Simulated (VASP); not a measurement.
TlAs (relaxed from the zinc blende structure, space group F-43m): computed properties

Method: PBEsol GGA, VASP's PBE PAW potentials (set 64) (plane waves; VASP).

```json
{
 "space_group": "F-43m (216)",
 "cell": "a = b = c = 6.2365 Å, α = β = γ = 90.00°",
 "volume_per_atom": "30.32 Å^3/atom",
 "band gap (over mesh and band path)": "none (metal, semimetal or under 0.01 eV)",
 "density": "7.65 g/cm³"
}
```

```cif
data_As4Tl4
_chemical_formula_sum 'Tl4 As4'
_space_group_name_H-M_alt 'F-43m'
_space_group_IT_number 216
_space_group_name_Hall 'F -4 2 3'
_cell_length_a 6.23653
_cell_length_b 6.23653
_cell_length_c 6.23653
_cell_angle_alpha 90.000
_cell_angle_beta 90.000
_cell_angle_gamma 90.000
loop_
_atom_site_label
_atom_site_type_symbol
_atom_site_symmetry_multiplicity
_atom_site_Wyckoff_symbol
_atom_site_fract_x
_atom_site_fract_y
_atom_site_fract_z
_atom_site_occupancy
Tl1 Tl 4 a 0.00000 0.00000 0.00000 1
As1 As 4 d 0.75000 0.75000 0.75000 1
```
(The calculation used a cell of 2 atoms; values per cell refer to that cell.)

Unless said otherwise, spin-orbit coupling is left out, though it shifts the bands of the heavy elements here.

The structure was generated: TlAs was put into the zinc blende type (F-43m), which need not be its known phase. It was relaxed first, which changed the volume by +7 %. Symmetry was kept, so distortions that lower it aren't found.
